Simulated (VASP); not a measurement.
Output of a VASP run:

OSZICAR:
```
...
RMM:  19    -0.926038070122E-01    0.13572E-08   -0.20882E-05  6520   0.887E-05    0.828E-07
RMM:  20    -0.926038078811E-01   -0.86897E-09   -0.20784E-05  6495   0.886E-05    0.660E-07
RMM:  21    -0.926038063025E-01    0.15786E-08   -0.20882E-05  6522   0.887E-05    0.105E-06
RMM:  22    -0.926038083085E-01   -0.20060E-08   -0.20833E-05  6504   0.886E-05    0.748E-07
RMM:  23    -0.926038063496E-01    0.19589E-08   -0.20897E-05  6523   0.887E-05    0.111E-06
RMM:  24    -0.926038094216E-01   -0.30720E-08   -0.20855E-05  6529   0.887E-05    0.867E-07
RMM:  25    -0.926038065040E-01    0.29176E-08   -0.20892E-05  6538   0.887E-05    0.132E-06
RMM:  26    -0.926038089166E-01   -0.24126E-08   -0.20862E-05  6532   0.886E-05    0.965E-07
RMM:  27    -0.926038063188E-01    0.25978E-08   -0.20906E-05  6544   0.886E-05    0.148E-06
RMM:  28    -0.926038093643E-01   -0.30455E-08   -0.20871E-05  6555   0.885E-05    0.104E-06
RMM:  29    -0.926038071132E-01    0.22511E-08   -0.20931E-05  6555   0.886E-05    0.156E-06
RMM:  30    -0.926038093690E-01   -0.22558E-08   -0.20886E-05  6571   0.884E-05    0.112E-06
RMM:  31    -0.926038065612E-01    0.28078E-08   -0.20904E-05  6570   0.884E-05    0.169E-06
RMM:  32    -0.926038093794E-01   -0.28182E-08   -0.20894E-05  6577   0.883E-05    0.124E-06
RMM:  33    -0.926038078024E-01    0.15770E-08   -0.20911E-05  6571   0.883E-05    0.171E-06
RMM:  34    -0.926038104914E-01   -0.26890E-08   -0.20912E-05  6581   0.883E-05    0.137E-06
RMM:  35    -0.926038085776E-01    0.19139E-08   -0.20926E-05  6581   0.882E-05    0.182E-06
RMM:  36    -0.926038098089E-01   -0.12313E-08   -0.20911E-05  6587   0.881E-05    0.146E-06
RMM:  37    -0.926038085571E-01    0.12518E-08   -0.20929E-05  6594   0.881E-05    0.186E-06
RMM:  38    -0.926038106162E-01   -0.20591E-08   -0.20925E-05  6592   0.880E-05    0.161E-06
 Linear response progress:
  Degree of freedom:   4/  4
       N       E                     dE             d eps       ncg     rms          rms(c)
RMM:   1    -0.156666531635E+00   -0.15667E+00   -0.10452E-02  2215   0.169E+00
RMM:   2    -0.148736559877E+00    0.79300E-02   -0.11764E-02  1700   0.436E-01    0.394E-01
RMM:   3    -0.148802807000E+00   -0.66247E-04   -0.12397E-03  1766   0.142E-01    0.249E-01
RMM:   4    -0.149026194536E+00   -0.22339E-03   -0.19598E-04  1919   0.571E-02    0.453E-02
RMM:   5    -0.149071390993E+00   -0.45196E-04   -0.27185E-05  1933   0.186E-02    0.119E-02
RMM:   6    -0.149067243887E+00    0.41471E-05   -0.16974E-06  1897   0.618E-03    0.479E-03
RMM:   7    -0.149067948080E+00   -0.70419E-06    0.81025E-08  1886   0.287E-03    0.219E-03
RMM:   8    -0.149071318304E+00   -0.33702E-05   -0.26241E-06  1986   0.115E-03    0.774E-04
RMM:   9    -0.149075087530E+00   -0.37692E-05    0.77134E-08  1832   0.651E-04    0.198E-04
RMM:  10    -0.149075516508E+00   -0.42898E-06    0.17140E-06  2046   0.266E-04    0.144E-04
RMM:  11    -0.149075477571E+00    0.38938E-07    0.35238E-07  1971   0.126E-04    0.764E-05
RMM:  12    -0.149075438816E+00    0.38754E-07   -0.26642E-08  2039   0.833E-05    0.237E-05
RMM:  13    -0.149075543959E+00   -0.10514E-06   -0.38055E-07  2085   0.564E-05    0.201E-05
RMM:  14    -0.149075546616E+00   -0.26571E-08    0.19567E-07  2004   0.436E-05    0.356E-06
RMM:  15    -0.149075528025E+00    0.18591E-07    0.20174E-08  2061   0.399E-05    0.349E-06
RMM:  16    -0.149075528751E+00   -0.72589E-09    0.40679E-08  1654   0.380E-05    0.125E-06
 Linear response finished
```

File OUTCAR:
```
------------------------ aborting loop because EDIFF is reached ----------------------------------------

 HEAD OF MICROSCOPIC STATIC DIELECTRIC TENSOR (INDEPENDENT PARTICLE, excluding Hartree and local field effects)
 ------------------------------------------------------
          14.179248     0.000000    -0.000000
           0.000000    14.179247     0.000000
           0.000000     0.000000     9.442001
 ------------------------------------------------------

 MACROSCOPIC STATIC DIELECTRIC TENSOR (including local field effects in DFT)
 ------------------------------------------------------
          13.507546     0.000000    -0.000000
           0.000000    13.507546     0.000000
           0.000000     0.000000     6.254500
 ------------------------------------------------------

 PIEZOELECTRIC TENSOR (including local field effects)  for field in x, y, z        (e  Angst)
          XX          YY          ZZ          XY          YZ          ZX
  --------------------------------------------------------------------------------
  x     0.00000     0.00000     0.00000     0.00000     0.00000     0.00000
  y     0.00000     0.00000     0.00000     0.00000     0.00000     0.00000
  z     0.00000     0.00000     0.00000     0.00000     0.00000     0.00000

 PIEZOELECTRIC TENSOR (including local field effects)  for field in x, y, z        (C/m^2)
          XX          YY          ZZ          XY          YZ          ZX
  --------------------------------------------------------------------------------
  x     0.00000     0.00000     0.00000     0.00000     0.00000     0.00000
  y     0.00000     0.00000     0.00000     0.00000     0.00000     0.00000
  z     0.00000     0.00000     0.00000     0.00000     0.00000     0.00000

 BORN EFFECTIVE CHARGES (including local field effects) (in |e|, cummulative output)
 ---------------------------------------------------------------------------------
 ion    1
    1    -0.51190     0.00000    -0.00000
    2     0.00000    -0.51190    -0.00000
    3     0.00000     0.00000    -0.42617
 ion    2
    1    -0.51190     0.00000    -0.00000
    2     0.00000    -0.51190     0.00000
    3     0.00000     0.00000    -0.42617
 ion    3
    1     0.25595     0.00000     0.00000
    2     0.00000     0.25595     0.00000
    3     0.00000     0.00000     0.21308
 ion    4
    1     0.25595     0.00000    -0.00000
    2     0.00000     0.25595     0.00000
    3     0.00000     0.00000     0.21308
 ion    5
    1     0.25595     0.00000     0.00000
    2     0.00000     0.25595    -0.00000
    3    -0.00000     0.00000     0.21308
 ion    6
    1     0.25595     0.00000    -0.00000
    2     0.00000     0.25595     0.00000
    3    -0.00000     0.00000     0.21308

   1 f  =   13.122460 THz    82.450849 2PiTHz  437.718158 cm-1    54.270111 meV
             X         Y         Z           dx          dy          dz
      1.575000  0.909328  3.080000     0.000000   -0.000000    0.349969
      1.575000 -0.909328  9.240000     0.000000    0.000000   -0.349969
      1.575000  0.909328 10.816960    -0.000000   -0.000000    0.434466
      1.575000 -0.909328  4.656960    -0.000000    0.000000   -0.434466
      1.575000 -0.909328  1.503040    -0.000000    0.000000   -0.434466
      1.575000  0.909328  7.663040    -0.000000   -0.000000    0.434466

   2 f  =   12.949835 THz    81.366214 2PiTHz  431.960005 cm-1    53.556191 meV
             X         Y         Z           dx          dy          dz
      1.575000  0.909328  3.080000     0.000000   -0.000000    0.359644
      1.575000 -0.909328  9.240000    -0.000000   -0.000000    0.359644
...
```
(Selected blocks of OUTCAR.)

POSCAR:
```
WS2
1
    1.5750000000    -2.7279800000     0.0000000000
    1.5750000000     2.7279800000     0.0000000000
    0.0000000000     0.0000000000    12.3200000000
W S
2 4
Direct
  0.3333330000   0.6666670000   0.2500000000
  0.6666670000   0.3333330000   0.7500000000
  0.3333330000   0.6666670000   0.8780000000
  0.6666670000   0.3333330000   0.3780000000
  0.6666670000   0.3333330000   0.1220000000
  0.3333330000   0.6666670000   0.6220000000
```

### Question
Reconstruct the remaining input files.

### Answer
Several could match; the one computed here: the input of the run itself, PBE GGA, plane waves, VASP's PBE PAW potentials (set 64).

### INCAR
```
SYSTEM = WS2
PREC = Accurate; ENCUT = 300; LREAL = .False.
LASPH = .True.
EDIFF = 1E-8; NELM = 100; ALGO = Normal
LMAXMIX = 6
ISMEAR = -1; SIGMA = 0.02
GGA = PE
IBRION = 8; NSW = 1; ISIF = 2
LWAVE = .False.; LCHARG = .False.
LEPSILON = .True.
```

### KPOINTS
```
Regular mesh
0
Gamma
7 7 2
```

POTCAR, in this order: W_sv S (PBE.64 set). Program: vasp_std.

The dielectric response may not be converged in the k-mesh; for small gaps it tends to come out too large.

The structure is a typed WS2 crystal (P6_3/mmc). The cell was not relaxed at this level. The run is one of a series of settings (EDIFF = 1E-8, IBRION = 8, LEPSILON = .TRUE., NSW = 1 against the base run), some of them coarse on purpose.
